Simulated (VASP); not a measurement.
OSZICAR of a VASP run on PbF₂ (fluorite):

**OSZICAR**
```
       N       E                     dE             d eps       ncg     rms          rms(c)
DAV:   1     0.286460782965E+03    0.28646E+03   -0.10935E+04  3570   0.600E+02
DAV:   2     0.152734541490E+02   -0.27119E+03   -0.23862E+03  3336   0.223E+02
DAV:   3    -0.167713380595E+02   -0.32045E+02   -0.31352E+02  3642   0.647E+01
DAV:   4    -0.176611228160E+02   -0.88978E+00   -0.88874E+00  3690   0.103E+01
DAV:   5    -0.176713031043E+02   -0.10180E-01   -0.10179E-01  3920   0.121E+00    0.743E+00
DAV:   6    -0.160262805639E+02    0.16450E+01   -0.39307E+00  4510   0.884E+00    0.252E+00
DAV:   7    -0.159864671371E+02    0.39813E-01   -0.22512E-01  3586   0.160E+00    0.142E+00
DAV:   8    -0.159592671678E+02    0.27200E-01   -0.94723E-02  3762   0.127E+00    0.636E-01
DAV:   9    -0.159547781576E+02    0.44890E-02   -0.56018E-03  3640   0.274E-01    0.204E-01
DAV:  10    -0.159545874049E+02    0.19075E-03   -0.84635E-04  3878   0.148E-01    0.319E-02
DAV:  11    -0.159545558646E+02    0.31540E-04   -0.52749E-05  4632   0.409E-02    0.139E-02
DAV:  12    -0.159545540776E+02    0.17870E-05   -0.32279E-06  4112   0.174E-02    0.654E-03
DAV:  13    -0.159545537372E+02    0.34045E-06   -0.38633E-06  4418   0.776E-03    0.410E-03
DAV:  14    -0.159545535177E+02    0.21944E-06   -0.77748E-07  3786   0.333E-03    0.674E-04
DAV:  15    -0.159545535161E+02    0.16089E-08   -0.41142E-08  2314   0.779E-04
   1 F= -.15954554E+02 E0= -.15954554E+02  d E =-.185099E-13
 imaginary and real dielectric function
```

Which electronic solver shows in the log?

It is blocked Davidson (ALGO = Normal, or the opening steps of other solvers). The INCAR had ALGO = Normal.

Can the final energy be trusted as converged?

Self-consistency was reached. It stopped with EDIFF = 1E-7, NELM = 100 (LDA (Ceperley-Alder, Perdew-Zunger), plane waves, VASP's LDA PAW potentials (set 64)).

The compound is PbF2 in the fluorite structure, the β form. It was relaxed first, which changed the volume by -6 %.
